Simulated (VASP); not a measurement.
Set up this calculation in VASP 6.6.1, as the native input.

```
Task                   : single point
Functional             : PBE
Potentials or basis    : VASP PAW PBE potentials, release 64 (Ca_sv, Sb)
Cutoff                 : 520 eV
k mesh                 : 6 × 6 × 1
Occupations            : gaussian, width 0.1 eV
Spin                   : no spin polarisation
Dipole correction      : yes
Further INCAR settings : ALGO = Normal; EDIFF = 1e-06; NBANDS = 17
```

The structure of CaSb2 lies in POSCAR:

```
CaSb2
1.0
    4.0551420637     -0.0000002523      0.0000000000
   -2.0275708134      3.5118561693      0.0000000000
    0.0000000000      0.0000000000     30.8394119200
Ca Sb
1 2
Direct
    0.0000000000      0.0000000000      0.2918343587
    0.6666666667      0.3333333333      0.3680540202
    0.3333333333      0.6666666667      0.2156146972
```

The cell was built by a generator and needn't be a form met in nature.

The cell isn't the ideal one: species swapped into a sheet of the LaSb2 type.

The input as run:

INCAR

```
SYSTEM = CaSb2
PREC = Accurate
ENCUT = 520
EDIFF = 1E-6
ISMEAR = 0
SIGMA = 0.1
LREAL = .False.
LASPH = .True.
NELM = 60
ALGO = Normal
ISIF = 2
LWAVE = .False.
LCHARG = .False.
LDIPOL = .True.
IDIPOL = 3
DIPOL = 0.5 0.5 0.292
GGA = PE
NBANDS = 17
```

KPOINTS

```
regular mesh
0
Gamma
  6 6 1
  0 0 0
```

Potentials or basis: VASP PAW PBE potentials, release 64 (Ca_sv, Sb).

Launch:

```sh
$ cat potpaw_PBE.64/Ca_sv/POTCAR potpaw_PBE.64/Sb/POTCAR > POTCAR
$ mpirun -np 1 vasp_std > vasp.out
```

It gave:

The largest force is 0.197 eV/Å and the band gap on the k mesh is none (metal or under the smearing width).

Wall time 88 s on 1 thread of Intel(R) Xeon(R) Platinum 8488C (Sapphire Rapids), on a shared host, peak memory 0.48 GiB.
